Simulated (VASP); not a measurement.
Energy against volume of Tm (hcp). All values below come from vdW-DF-cx, VASP's PBE PAW potentials (set 64) (plane waves; VASP). Run with 520 eV cut-off, 12×12×7 Γ-centred mesh, first-order Methfessel-Paxton smearing of 0.10 eV, potentials Tm_3.

The 4f electrons are frozen in the core of the lanthanide potential, so 4f levels, which can set the real gap, and their magnetism are missing.

Shape and ions are relaxed at each volume.

| V (Å³/atom) | E (eV/atom) |
|---|---|
| 27.922 | -2.12899 |
| 28.786 | -2.13442 |
| 29.649 | -2.13202 |
| 30.513 | -2.12258 |

Problem. Fit these four points and predict the energy of the run at 27.059 Å³/atom.

Solution. A cubic in V^(−2/3), the third-order Birch-Murnaghan form, passes through the four points with V0 = 28.94 Å³/atom and B0 = 48 GPa, and gives -2.1149 eV/atom there. The run gave -2.1150 eV/atom, -0.1 meV/atom from the fit; all five points give B0 = 48 GPa.

The compound is Tm in the hcp structure. It was relaxed first.
